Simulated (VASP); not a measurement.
Given:

```
Ag4SrSb2
1.0
    2.37560     1.37155     8.43911
   -2.37560     1.37155     8.43911
    0.00000    -2.74310     8.43911
Sr Ag Sb
1 4 2
Cartesian
  0.00000   0.00000   0.00000
  0.00000   0.00000  21.69991
  0.00000   0.00000   3.61741
  0.00000   0.00000  14.28360
  0.00000   0.00000  11.03372
  0.00000   0.00000  18.86892
  0.00000   0.00000   6.44840
```

Method: PBEsol GGA, VASP's PBE PAW potentials (set 64) (plane waves; VASP). Run with 300 eV cut-off, 4×4×4 Γ-centred mesh, Gaussian smearing of 0.10 eV, potentials Sr_sv Ag Sb.

At this cut-off the stress carries a Pulay error, which pulls relaxed volumes low. Unless said otherwise, spin-orbit coupling is left out, though it shifts the bands of the heavy elements here.

Estimate the energy per atom (σ→0), pressure, largest force, band gap (on the k-mesh) with the smallest direct gap where there is one.

```json
{
  "band gap (on the k-mesh)": "none (metal, semimetal or under 0.01 eV)",
  "energy per atom (σ→0)": "-3.750 eV/atom",
  "pressure": "-3.07 GPa",
  "largest_force": "0.00285 Ry/bohr"
}
```

The absolute energy has meaning only against runs of the same code, potentials and settings.

The structure comes from a computed database's Ag4SrSb2 entry (R-3m); how it stands against other phases isn't given here. The cell was not relaxed at this level. The k-mesh is coarse (spacing up to 0.39 per Å, 2π included), so the numbers may not be converged in it.
